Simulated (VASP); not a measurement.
Calculation: LDA (Ceperley-Alder, Perdew-Zunger) with spin-orbit coupling, VASP's LDA PAW potentials (set 64) (plane waves; VASP 6.6.1).

The input files of a VASP run:

### KPOINTS_OPT
```
k-points along high-symmetry lines
8
Line-mode
Reciprocal
  0.000000   0.000000   0.000000 ! GAMMA
  0.500000   0.000000   0.500000 ! X

  0.500000   0.000000   0.500000 ! X
  0.625000   0.250000   0.625000 ! U

  0.375000   0.375000   0.750000 ! K
  0.000000   0.000000   0.000000 ! GAMMA

  0.000000   0.000000   0.000000 ! GAMMA
  0.500000   0.500000   0.500000 ! L

  0.500000   0.500000   0.500000 ! L
  0.500000   0.250000   0.750000 ! W

  0.500000   0.250000   0.750000 ! W
  0.500000   0.000000   0.500000 ! X
```

**KPOINTS**
```
Automatic mesh
0
Gamma
14 14 14
0 0 0
```

**INCAR**
```
! general
SYSTEM     = Ag
PREC       = Accurate
ENCUT      = 400
LREAL      = .FALSE.
LASPH      = .TRUE.

! electronic loop
EDIFF      = 1E-6
NELM       = 100
ALGO       = Normal
LMAXMIX    = 4

! smearing
ISMEAR     = 0
SIGMA      = 0.05

! functional
GGA_COMPAT = .FALSE.

! spin
MAGMOM     = 3*0
LSORBIT    = .TRUE.

! output
LWAVE      = .FALSE.
LCHARG     = .FALSE.
```

**POSCAR**
```
Ag
1.9991930
  0.0000000000   1.0000001195   1.0000001195
  1.0000001195   0.0000000000   1.0000001195
  1.0000001195   1.0000001195   0.0000000000
Ag
1
Cartesian
  0.0000000000   0.0000000000   0.0000000000
```

POTCAR, in this order: Ag (LDA.64 set). Program: vasp_ncl.

Output

OUTCAR:
```
 ion  position               nearest neighbor table
   1  0.000  0.000  0.000-
  LATTYP: Found a face centered cubic cell.
 ALAT       =     3.9983864780
 Subroutine PRICEL returns:
 Original cell was already a primitive cell.
 Subroutine GETGRP returns: Found 48 space group operations
The static configuration has the point symmetry O_h .
The dynamic configuration has the point symmetry O_h .
The overall configuration has the point symmetry O_h .
 Subroutine INISYM returns: Found 48 space group operations
 Subroutine IBZKPT returns following result:
 Found    104 irreducible k-points:

 Following reciprocal coordinates:
            Coordinates               Weight
  0.000000  0.000000  0.000000      1.000000
  0.071429  0.000000  0.000000      8.000000
  0.142857  0.000000  0.000000      8.000000
  0.214286  0.000000  0.000000      8.000000
  0.285714  0.000000  0.000000      8.000000
  0.357143  0.000000  0.000000      8.000000
  0.428571  0.000000  0.000000      8.000000
  0.500000  0.000000  0.000000      4.000000
  0.071429  0.071429  0.000000      6.000000
  0.142857  0.071429  0.000000     24.000000
  0.214286  0.071429  0.000000     24.000000
  0.285714  0.071429  0.000000     24.000000
  0.357143  0.071429  0.000000     24.000000
  0.428571  0.071429  0.000000     24.000000
  0.500000  0.071429  0.000000     24.000000
 -0.428571  0.071429  0.000000     24.000000
 -0.357143  0.071429  0.000000     24.000000
 -0.285714  0.071429  0.000000     24.000000
 -0.214286  0.071429  0.000000     24.000000
 -0.142857  0.071429  0.000000     24.000000
 -0.071429  0.071429  0.000000     12.000000
  0.142857  0.142857  0.000000      6.000000
  0.214286  0.142857  0.000000     24.000000
  0.285714  0.142857  0.000000     24.000000
...
```

### OSZICAR
```
       N       E                     dE             d eps       ncg     rms          rms(c)
DAV:   1     0.525201133667E+02    0.52520E+02   -0.49239E+03  3912   0.972E+02
DAV:   2    -0.327996217359E+01   -0.55800E+02   -0.52732E+02  3956   0.239E+02
DAV:   3    -0.414363385328E+01   -0.86367E+00   -0.86098E+00  4450   0.330E+01
DAV:   4    -0.414636741438E+01   -0.27336E-02   -0.27334E-02  4070   0.182E+00
DAV:   5    -0.414639236397E+01   -0.24950E-04   -0.24950E-04  4054   0.173E-01    0.665E+00
DAV:   6    -0.383026492784E+01    0.31613E+00   -0.71906E-01  3854   0.131E+01    0.402E+00
DAV:   7    -0.381649253421E+01    0.13772E-01   -0.87010E-03  4036   0.127E+00    0.220E+00
DAV:   8    -0.381131905879E+01    0.51735E-02   -0.73046E-04  3922   0.354E-01    0.336E-01
DAV:   9    -0.381132343992E+01   -0.43811E-05   -0.82952E-06  4314   0.272E-02    0.445E-02
DAV:  10    -0.381133044880E+01   -0.70089E-05   -0.37986E-07  2674   0.875E-03    0.151E-02
DAV:  11    -0.381132979094E+01    0.65786E-06   -0.75874E-07  3110   0.116E-02
   1 F= -.38113298E+01 E0= -.38112155E+01  d E =-.228632E-03  mag=     0.0000    -0.0000     0.0000
       N       E                     dE             ncg
```

File OUTCAR:
```
------------------------ aborting loop because EDIFF is reached ----------------------------------------
  FORCE on cell =-STRESS in cart. coord.  units (eV):
  Direction    XX          YY          ZZ          XY          YZ          ZX
  --------------------------------------------------------------------------------------
  Total       -0.0144365     -0.0144365     -0.0144365     -0.0000000     -0.0000000      0.0000000
  in kB       -1.4473689     -1.4473689     -1.4473689     -0.0000000     -0.0000000      0.0000000
  external PRESSURE =      -1.4473689 kB  Pullay stress =       0.0000000 kB
  volume of cell :       15.98
      direct lattice vectors                 reciprocal lattice vectors
     0.000000000  1.999193239  1.999193239    -0.250100886  0.250100886  0.250100886
     1.999193239  0.000000000  1.999193239     0.250100886 -0.250100886  0.250100886
     1.999193239  1.999193239  0.000000000     0.250100886  0.250100886 -0.250100886
 POSITION                                       TOTAL-FORCE (eV/Angst)
 -----------------------------------------------------------------------------------
      0.00000      0.00000      0.00000         0.000000      0.000000     -0.000000
 -----------------------------------------------------------------------------------
    total drift:                                0.000000     -0.000000     -0.000000
  FREE ENERGIE OF THE ION-ELECTRON SYSTEM (eV)
  ---------------------------------------------------
  free  energy   TOTEN  =        -3.8113297909 eV

  energy  without entropy=       -3.8111011593  energy(sigma->0) =       -3.81121548

 Ion:    1  E_soc:     -0.0583785
```
(Selected blocks of OUTCAR.)

The compound is Ag in the fcc structure. It was relaxed first, which changed the volume by -7 %.
